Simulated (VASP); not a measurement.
Given:

```xyz
3
Lattice="-1.8105 1.8105 4.5465 1.8105 -1.8105 4.5465 1.8105 1.8105 -4.5465" Properties=species:S:1:pos:R:3 pbc="T T T"
Yb     0.0000     0.0000     9.0930
Ag     1.8105     1.8105     1.5651
Ag     1.8105     1.8105    -1.5651
```

Level of theory: PBEsol GGA, VASP's PBE PAW potentials (set 64) (plane waves; VASP). Run with 400 eV cut-off, Gaussian smearing of 0.050 eV, potentials Yb_2 Ag.

The 4f electrons are frozen in the core of the lanthanide potential, so 4f levels, which can set the real gap, and their magnetism are missing.

Give the energies of bands 5 to 18 at the high-symmetry points, in eV from the Fermi level.

```csv
band,Γ,X,P,N,M,S,R
5,-5.72,-5.38,-5.44,-5.59,-5.85,-5.70,-5.38
6,-5.22,-5.18,-5.29,-5.55,-5.43,-5.45,-5.30
7,-5.08,-5.14,-5.29,-5.29,-5.13,-5.44,-5.04
8,-4.96,-4.85,-4.81,-4.99,-5.03,-5.26,-5.02
9,-4.78,-4.73,-4.62,-4.76,-5.03,-4.90,-4.61
10,-4.78,-4.58,-4.62,-4.35,-4.40,-4.20,-4.61
11,-4.58,-4.18,-4.23,-4.32,-4.33,-4.03,-4.31
12,-4.50,-4.18,-4.18,-4.17,-4.31,-4.01,-4.17
13,-4.50,-4.15,-4.15,-3.83,-4.31,-3.88,-4.11
14,-3.85,-1.42,-1.41,-2.87,-3.96,-2.25,-1.40
15,-0.07,-0.54,-0.26,-1.85,-3.36,-1.75,-1.11
16,2.54,0.14,-0.26,1.32,2.64,-0.96,0.33
17,2.92,2.67,1.80,1.50,5.05,3.20,2.45
18,3.47,2.69,4.26,3.48,5.40,3.46,3.60
```

It has no gap at this level: it comes out as a metal or semimetal.

The structure comes from a computed database's YbAg2 entry (I4/mmm); how it stands against other phases isn't given here. It was relaxed first, which changed the volume by -9 %.
